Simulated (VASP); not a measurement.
Consider the following.

```
CELL_PARAMETERS angstrom
      1.58589    -2.74684     0.00000
      1.58589     2.74684     0.00000
      0.00000     0.00000    12.42015
ATOMIC_POSITIONS crystal
  W  0.33333 0.66667 0.25000
  W  0.66667 0.33333 0.75000
  S  0.33333 0.66667 0.87650
  S  0.66667 0.33333 0.37650
  S  0.66667 0.33333 0.12350
  S  0.33333 0.66667 0.62350
```

Calculation: PBE GGA with D3 dispersion (zero damping), VASP's PBE PAW potentials (set 64) (plane waves; VASP). Numerical set-up: 520 eV cut-off, 9×9×2 Γ-centred mesh, tetrahedra with Blöchl corrections, potentials W_sv S.

The cores are frozen, which limits the accuracy of field gradients.

Q: Give the principal components of the electric field gradient (V/Å²) and the asymmetry η at each nucleus.

A: 
```tsv
atom	Vxx	Vyy	Vzz	η
W1	76.7	76.7	-153.4	0.00
W2	76.7	76.7	-153.4	0.00
S3	22.1	22.1	-44.3	0.00
S4	22.1	22.1	-44.3	0.00
S5	22.1	22.1	-44.3	0.00
S6	22.1	22.1	-44.3	0.00
```

The compound is WS2 in the 2H layered structure. It was relaxed first.
